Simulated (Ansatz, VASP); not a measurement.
Two plane-wave programs on NbCd3

```xyz
4
Lattice="4.2321 0.0000 0.0000 0.0000 4.2321 0.0000 0.0000 0.0000 4.2321" Properties=species:S:1:pos:R:3 pbc="T T T"
Nb    0.0000    0.0000    0.0000
Cd    0.0000    2.1161    2.1161
Cd    2.1161    0.0000    2.1161
Cd    2.1161    2.1161    0.0000
```

Alike in both runs: functional PBEsol; k mesh 8 × 8 × 8; occupations fermi-dirac, width 0.1 eV; no spin polarisation.

Ansatz relaxed the structure, and its values are those at the end. VASP's run is a single point on that final structure, the one shown.

|  | VASP | Ansatz |
| --- | --- | --- |
| version | VASP 6.6.1 | Ansatz 0.2.0 |
| potentials or method | VASP PAW PBE potentials, release 64 (Nb_sv, Cd) | PAW plane waves |
| plane-wave cutoff (eV) | 520 | 420 |
| valence electrons in the cell | 49 | 73 |

```csv
,VASP,Ansatz,Ansatz less VASP
gap on the k mesh at the Fermi level (eV),none,none,-
pressure (GPa),0.5,0.0,-0.51
```

A gap of «none» marks a metal or a gap that the smearing closes. The functional is the same, so the differences come from potentials, cutoffs and numerics. The two sets of potentials don't hold the same shells in valence. Ansatz warned: «pseudo_functional_mismatch».

Caveats: the PAW data sets were made with another functional, which shifts forces and pressure a little (VASP).
